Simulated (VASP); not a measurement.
Input:

```
PbS
1.0
    0.00000     3.03911     3.03911
    3.03911     0.00000     3.03911
    3.03911     3.03911     0.00000
Pb S
1 1
Direct
  0.00000   0.00000   0.00000
  0.50000   0.50000   0.50000
```

Calculation: RPBE GGA, VASP's PBE PAW potentials (set 64) (plane waves; VASP). Numerical set-up: 520 eV cut-off, 8×8×8 Γ-centred mesh, tetrahedra with Blöchl corrections, potentials Pb_d S.

Unless said otherwise, spin-orbit coupling is left out, though it shifts the bands of the heavy elements here.

Question: Predict the energy per atom (σ→0), band gap (on the k-mesh) with the smallest direct gap where there is one.

Answer: 
```
Item                                         Result
-----------------------------------  --------------
band gap (on the k-mesh)                    0.71 eV
smallest direct gap (on the k-mesh)         0.71 eV
energy per atom (σ→0)                -4.055 eV/atom
```

The compound is PbS in the rock salt structure. It was relaxed first, which changed the volume by +7 %.
